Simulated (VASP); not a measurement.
Input:

```
CELL_PARAMETERS angstrom
      2.84137     0.00000     0.00000
      0.00000     2.84137     0.00000
      0.00000     0.00000     2.84137
ATOMIC_POSITIONS crystal
  Al 0.50000 0.50000 0.50000
  Fe 0.00000 0.00000 0.00000
```

Calculation: PBE GGA with D3 dispersion (zero damping), VASP's PBE PAW potentials (set 64) (plane waves; VASP). Run with 520 eV cut-off, 14×14×14 Γ-centred mesh, tetrahedra with Blöchl corrections, potentials Al Fe.

Question: What does the run give for the energy per atom (σ→0), band gap (on the k-mesh) with the smallest direct gap where there is one?

Answer: 
```json
{
 "band gap (on the k-mesh)": "none (metal, semimetal or under 0.01 eV)",
 "energy per atom (σ→0)": "-6.609 eV/atom"
}
```

Only differences to runs with the same potentials and settings are physical.

The compound is FeAl in the CsCl type structure. It was relaxed first, which changed the volume by -7 %. The run is not spin-polarised, so no magnetic state was tried. The electron count is odd and the run is not spin-polarised, which forces a metal.
